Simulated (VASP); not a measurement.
# KBr: convergence with the k-mesh and PAW data sets, part 2 of 2

A convergence test on KBr: the k-mesh and PAW data sets. The series runs use PBE. The start is a cell from a database of measured crystal structures.

VASP 6.6.1, plane waves and PAW; the level of theory is named at each step.

Still holding for the runs below: Spin-orbit coupling is off here; it would split degenerate levels, and it lifts a valence top of Br p states by about 0.1 eV.

So far. Step 7 (K-mesh: 9 9 9): Against the run before the energy stays within 0.01 meV an atom and the pressure within 0.01 GPa, after 13 cycles in 19 s.

## 8. K-mesh: 11 11 11

Level of this step: PBE; plane waves and PAW (K_sv, Br) (VASP).

Contents of INCAR:

```
SYSTEM = KBr
PREC = Accurate
ENCUT = 400
EDIFF = 1E-06
NELM = 100
ISMEAR = -1
SIGMA = 0.05
LREAL = .FALSE.
ALGO = Normal
GGA = PE
NBANDS = 14
LORBIT = 11
LWAVE = .FALSE.
LCHARG = .FALSE.
KPAR = 2
ISIF = 2
```

Contents of POSCAR:

```
KBr
1.0
    0.0000000000      3.3000000000      3.3000000000
    3.3000000000      0.0000000000      3.3000000000
    3.3000000000      3.3000000000      0.0000000000
K Br
1 1
Direct
    0.0000000000      0.0000000000      0.0000000000
    0.5000000000      0.5000000000      0.5000000000
```

Contents of KPOINTS:

```
Automatic mesh
0
Gamma
11 11 11
0 0 0
```

PAW data sets: K_sv and Br (PBE family, release 64).

Launch:

```bash
$ mpirun -np 2 vasp_std
```

What it wrote:

```text
[... set-up lines as in an earlier step ...]
 entering main loop
       N       E                     dE             d eps       ncg     rms          rms(c)
DAV:   1     0.853173857101E+02    0.85317E+02   -0.60636E+03  1568   0.826E+02
DAV:   2    -0.131712998738E+01   -0.86635E+02   -0.80745E+02  2062   0.214E+02
DAV:   3    -0.619355966060E+01   -0.48764E+01   -0.48558E+01  2146   0.464E+01
DAV:   4    -0.638632392698E+01   -0.19276E+00   -0.19270E+00  2418   0.801E+00
[...]
DAV:  11    -0.621471889345E+01   -0.92433E-05   -0.23729E-05  2174   0.271E-02    0.458E-03
DAV:  12    -0.621472170774E+01   -0.28143E-05   -0.41219E-06  1626   0.139E-02    0.301E-03
DAV:  13    -0.621472170521E+01    0.25307E-08   -0.20275E-07  1600   0.259E-03
   1 F= -.62147217E+01 E0= -.62147217E+01  d E =-.136373E-10
```

The job ended after 26 s (2 MPI ranks of AMD EPYC 7R43, shared host; peak memory 0.3 GiB).

From OUTCAR (step 8):

```text
  Total        0.3315716      0.3315716      0.3315716      0.0000000      0.0000000     -0.0000000
  in kB        7.3912200      7.3912200      7.3912200      0.0000000      0.0000000     -0.0000000
  external PRESSURE =       7.3912200 kB  Pullay stress =       0.0000000 kB

 POSITION                                       TOTAL-FORCE (eV/Angst)
 -----------------------------------------------------------------------------------
      0.00000      0.00000      0.00000        -0.000000      0.000000     -0.000000
      3.30000      3.30000      3.30000         0.000000     -0.000000      0.000000
 -----------------------------------------------------------------------------------
    total drift:                               -0.000000      0.000000      0.000000

  FREE ENERGIE OF THE ION-ELECTRON SYSTEM (eV)
  ---------------------------------------------------
  free  energy   TOTEN  =        -6.2147217052 eV

  energy  without entropy=       -6.2147217052  energy(sigma->0) =       -6.21472171

[... 1 part as in an earlier step ...]

[... 2 further parts left out ...]
[key lines of the parts left out:]
E-fermi :  -0.6045
```

Against the run before the energy moves by +0.01 meV an atom while the pressure stays within 0.01 GPa, after 13 cycles in 26 s.

## 9. The k-mesh series as a table

This step: convergence of PBE results with the mesh; plane waves and PAW (VASP 6.6.1).

Derived from the runs above.

Differences are taken from the run with 11 11 11. Results of the series, by row:

| setting | status | energy less the reference (meV/atom) | pressure (GPa) | gap (eV) | SCF cycles | wall time (s) |
| --- | --- | --- | --- | --- | --- | --- |
| 2 2 2 | converged | 52.61 | 1.277 | 4.396 | 13 | 3.6 |
| 3 3 3 | converged | 2.761 | 0.7757 | 4.431 | 13 | 5.6 |
| 4 4 4 | converged | 0.2046 | 0.7438 | 4.433 | 13 | 5.6 |
| 5 5 5 | converged | 0.02405 | 0.7406 | 4.433 | 13 | 6.4 |
| 7 7 7 | converged | -0.01171 | 0.7394 | 4.434 | 13 | 9.8 |
| 9 9 9 | converged | -0.007265 | 0.7394 | 4.434 | 13 | 18.6 |
| 11 11 11 | converged | 0 | 0.7391 | 4.434 | 13 | 26 |

## 10. PAW data sets: minimal 64: K pv Br

This step: PBE; plane waves and PAW (K_pv, Br) (VASP 6.6.1).

Data sets differ in which electrons are valence and how hard the partial waves are.

INCAR, as its differences from that of step 8:

```diff
@@ -10,3 +10,3 @@
 GGA = PE
-NBANDS = 14
+NBANDS = 13
 LORBIT = 11
```

POSCAR is that of step 8.

Contents of KPOINTS:

```
Automatic mesh
0
Gamma
6 6 6
0 0 0
```

The projector-augmented-wave data sets are K_pv and Br (PBE family, release 64).

Launch:

```bash
$ mpirun -np 2 vasp_std
```

What it wrote:

```text
[... set-up lines as in an earlier step ...]
 entering main loop
       N       E                     dE             d eps       ncg     rms          rms(c)
DAV:   1     0.656638353543E+02    0.65664E+02   -0.54141E+03   448   0.750E+02
DAV:   2    -0.160447811305E+01   -0.67268E+02   -0.63720E+02   490   0.170E+02
DAV:   3    -0.629632814268E+01   -0.46919E+01   -0.46796E+01   551   0.396E+01
DAV:   4    -0.633961206515E+01   -0.43284E-01   -0.43281E-01   436   0.445E+00
DAV:   5    -0.633989939629E+01   -0.28733E-03   -0.28733E-03   511   0.397E-01    0.268E+00
DAV:   6    -0.616995838712E+01    0.16994E+00   -0.29122E-01   461   0.263E+00    0.190E+00
DAV:   7    -0.616056374309E+01    0.93946E-02   -0.12125E-01   496   0.192E+00    0.925E-01
DAV:   8    -0.616998677113E+01   -0.94230E-02   -0.10001E-02   421   0.723E-01    0.933E-02
DAV:   9    -0.617048103365E+01   -0.49426E-03   -0.39973E-04   501   0.146E-01    0.629E-02
DAV:  10    -0.617076415470E+01   -0.28312E-03   -0.34789E-04   416   0.111E-01    0.176E-02
DAV:  11    -0.617076458887E+01   -0.43417E-06   -0.12427E-05   486   0.223E-02    0.417E-03
DAV:  12    -0.617076682448E+01   -0.22356E-05   -0.24712E-06   416   0.103E-02    0.130E-03
DAV:  13    -0.617076691173E+01   -0.87248E-07   -0.18786E-07   451   0.273E-03
   1 F= -.61707669E+01 E0= -.61707669E+01  d E =-.560757E-10
```

Wall time 12 s (2 MPI ranks); peak memory 0.27 GiB.

Parts of OUTCAR (step 10):

```text
   k-points           NKPTS =     16   k-points in BZ     NKDIM =     16   number of bands    NBANDS=     13

   NELECT =      14.0000    total number of electrons

 E-fermi :  -1.7712

 k-point     1 :       0.0000    0.0000    0.0000
  band No.  band energies     occupation
    ...
      3     -14.0798      2.00000
      4     -14.0798      2.00000
      5      -2.8379      2.00000
      6      -2.8379      2.00000
      7      -2.8379      2.00000
      8       1.5885      0.00000
      9       4.7691      0.00000
     10       4.7691      0.00000
     11       4.7691      0.00000
     12       5.6130      0.00000
    ...

  Total        0.4316862      0.4316862      0.4316862      0.0000000      0.0000000      0.0000000
  in kB        9.6229219      9.6229219      9.6229219      0.0000000      0.0000000      0.0000000
  external PRESSURE =       9.6229219 kB  Pullay stress =       0.0000000 kB

  FREE ENERGIE OF THE ION-ELECTRON SYSTEM (eV)
  ---------------------------------------------------
  free  energy   TOTEN  =        -6.1707669117 eV

  energy  without entropy=       -6.1707669117  energy(sigma->0) =       -6.17076691

[... 7 parts as in an earlier step ...]

[... 10 further parts left out ...]
```

Numbers from this step:

```yaml
electrons: 14
bands: 13
irreducible_k_points: 16
free_energy_toten: -6.171 eV
fermi_energy: -1.771 eV
pressure: 0.9623 GPa
gap_on_the_k_mesh: 4.426 eV
least_direct_gap_on_the_k_mesh: 4.426 eV
```

The series starts at -3.0854 eV an atom and 0.96 GPa, after 13 cycles in 12 s.

## 11. PAW data sets: recommended 64: K sv Br

This step: PBE; plane waves and PAW (K_sv, Br) (VASP 6.6.1).

INCAR, as its differences from that of step 10:

```diff
@@ -10,3 +10,3 @@
 GGA = PE
-NBANDS = 13
+NBANDS = 14
 LORBIT = 11
```

POSCAR is that of step 10.

KPOINTS is that of step 10.

The projector-augmented-wave data sets are K_sv and Br (PBE family, release 64).

Launch:

```bash
$ mpirun -np 2 vasp_std
```

What it wrote:

```text
[... set-up lines as in an earlier step ...]
 entering main loop
       N       E                     dE             d eps       ncg     rms          rms(c)
DAV:   1     0.869532423308E+02    0.86953E+02   -0.60108E+03   448   0.819E+02
DAV:   2    -0.765888162399E+00   -0.87719E+02   -0.83241E+02   578   0.216E+02
DAV:   3    -0.617891491095E+01   -0.54130E+01   -0.53894E+01   600   0.492E+01
DAV:   4    -0.638580198104E+01   -0.20689E+00   -0.20683E+00   682   0.872E+00
[...]
DAV:  11    -0.621471036718E+01   -0.84020E-05   -0.21726E-05   620   0.262E-02    0.448E-03
DAV:  12    -0.621471312278E+01   -0.27556E-05   -0.40101E-06   446   0.139E-02    0.296E-03
DAV:  13    -0.621471310945E+01    0.13332E-07   -0.21098E-07   440   0.270E-03
   1 F= -.62147131E+01 E0= -.62147131E+01  d E =-.185645E-10
```

The job ended after 13 s (2 MPI ranks; peak memory 0.25 GiB).

From OUTCAR (step 11):

```text
  Total        0.3316443      0.3316443      0.3316443      0.0000000      0.0000000     -0.0000000
  in kB        7.3928400      7.3928400      7.3928400      0.0000000      0.0000000     -0.0000000
  external PRESSURE =       7.3928400 kB  Pullay stress =       0.0000000 kB

 POSITION                                       TOTAL-FORCE (eV/Angst)
 -----------------------------------------------------------------------------------
      0.00000      0.00000      0.00000         0.000000      0.000000     -0.000000
      3.30000      3.30000      3.30000        -0.000000     -0.000000      0.000000
 -----------------------------------------------------------------------------------
    total drift:                               -0.000000      0.000000      0.000000

  FREE ENERGIE OF THE ION-ELECTRON SYSTEM (eV)
  ---------------------------------------------------
  free  energy   TOTEN  =        -6.2147131094 eV

  energy  without entropy=       -6.2147131094  energy(sigma->0) =       -6.21471311

[... 1 part as in an earlier step ...]

[... 2 further parts left out ...]
[key lines of the parts left out:]
E-fermi :  -0.6161
```

With 16 valence electrons the pressure is 0.74 GPa, -0.22 GPa from the first of the series, after 13 cycles in 13 s.

## 12. PAW data sets: recommended 54: K sv Br

INCAR is that of step 11.

POSCAR is that of step 11.

KPOINTS is that of step 11.

PAW data sets: K_sv and Br (PBE family, release 54).

Launch:

```bash
$ mpirun -np 2 vasp_std
```

What it wrote:

```text
[... set-up lines as in an earlier step ...]
 entering main loop
       N       E                     dE             d eps       ncg     rms          rms(c)
[... 13 cycles as in an earlier step ...]
   1 F= -.62147131E+01 E0= -.62147131E+01  d E =-.185645E-10
```

The job ended after 12 s (2 MPI ranks; peak memory 0.26 GiB; 22 s of CPU time).

Parts of OUTCAR (step 12):

```text
[... 6 parts as in an earlier step ...]

[... 1 further part left out ...]
[key lines of the parts left out:]
E-fermi :  -0.6161
```

With 16 valence electrons the pressure is 0.74 GPa, -0.22 GPa from the first of the series, after 13 cycles in 12 s.

## 13. PAW data sets: GW 64: K sv GW Br GW

This step: PBE; plane waves and PAW (K_sv_GW, Br_GW) (VASP 6.6.1).

INCAR is that of step 12.

POSCAR is that of step 12.

KPOINTS is that of step 12.

Potentials, in the order of the species: K_sv_GW and Br_GW (PBE family, release 64).

Launch:

```bash
$ mpirun -np 2 vasp_std
```

What it wrote:

```text
[... set-up lines as in an earlier step ...]
 entering main loop
       N       E                     dE             d eps       ncg     rms          rms(c)
DAV:   1     0.135607492463E+03    0.13561E+03   -0.51617E+03   448   0.790E+02
DAV:   2     0.187829882509E+01   -0.13373E+03   -0.12201E+03   692   0.282E+02
DAV:   3    -0.883616447185E+01   -0.10714E+02   -0.10643E+02   730   0.901E+01
DAV:   4    -0.899453382759E+01   -0.15837E+00   -0.15822E+00   566   0.106E+01
[...]
DAV:  10    -0.868423388651E+01   -0.13862E-03   -0.37636E-04   484   0.134E-01    0.452E-02
DAV:  11    -0.868421863832E+01    0.15248E-04   -0.26766E-05   746   0.460E-02    0.788E-03
DAV:  12    -0.868421836815E+01    0.27017E-06   -0.63569E-06   512   0.154E-02
   1 F= -.86842184E+01 E0= -.86842184E+01  d E =-.456442E-10
```

Wall time 8.6 s (2 MPI ranks); peak memory 0.26 GiB.

From OUTCAR (step 13):

```text
  Total        0.2358353      0.2358353      0.2358353     -0.0000000      0.0000000      0.0000000
  in kB        5.2571173      5.2571173      5.2571173     -0.0000000      0.0000000      0.0000000
  external PRESSURE =       5.2571173 kB  Pullay stress =       0.0000000 kB

  FREE ENERGIE OF THE ION-ELECTRON SYSTEM (eV)
  ---------------------------------------------------
  free  energy   TOTEN  =        -8.6842183681 eV

  energy  without entropy=       -8.6842183681  energy(sigma->0) =       -8.68421837

[... 3 parts as in an earlier step ...]

[... 1 further part left out ...]
[key lines of the parts left out:]
E-fermi :   0.4784
```

With 16 valence electrons the pressure is 0.53 GPa, -0.44 GPa from the first of the series, after 12 cycles in 8.6 s.

## 14. The PAW data sets series as a table

This step: convergence of PBE results with the datasets; plane waves and PAW (VASP 6.6.1).

Derived from the runs above.

Results of the series, by row:

```
                        setting     status  pressure (GPa)  gap (eV)  SCF cycles  wall time (s)
    minimal 64: K_pv Br, 400 eV  converged          0.9623     4.426          13           11.8
recommended 64: K_sv Br, 400 eV  converged          0.7393     4.434          13             13
recommended 54: K_sv Br, 400 eV  converged          0.7393     4.434          13           11.8
   gw 64: K_sv_GW Br_GW, 400 eV  converged          0.5257     4.428          12            8.6
```

## 15. Summary of results

| Quantity | Value |
| --- | --- |
| k-mesh from which the energy stays within 10 meV/atom of the reference | 3 3 3 |
| k-mesh from which the energy stays within 1 meV/atom of the reference | 4 4 4 |
| k-mesh from which the pressure stays within 0.2 GPa of the reference | 3 3 3 |
| spread of the pressure over the k-mesh | 0.538 GPa |
| spread of the energy over the k-mesh | 52.6 meV/atom |
| spread of the pressure over the PAW data sets | 0.437 GPa |

In words: From 4 4 4 on, the energy stays within 1 meV an atom of the reference, at 22 % of its time. The pressure holds within 0.2 GPa from 3 3 3 on. The choice of data set moves the pressure between 0.53 GPa (gw 64: K_sv_GW Br_GW) and 0.96 GPa (minimal 64: K_pv Br); all ran at 400 eV. The gap moves by up to 0.01 eV. Differences are taken from the run with 11 11 11, which is itself not the exact limit. Data sets differ in their zero of energy, so energies are not compared. Forces vanish by symmetry in this cell, so the series can't test them. The run at 2 2 2 is over 30 meV an atom or 2 GPa off and describes the material poorly.

[Lines on the potential files, build, host, timing and source positions are cut from VASP's logs without a mark.]

[Logs are printed without paths, hosts, clocks, repeated set-up lines and the standing remarks that a program may print on its own settings, such as how far it seeks lower states.]

[Hosts, paths, dates, database ids (printed as entryN), source tags and the programs' standing remarks are cut or masked in the printed files.]

[A measured line is paired with the nearest computed mode of its activity, which favours agreement.]
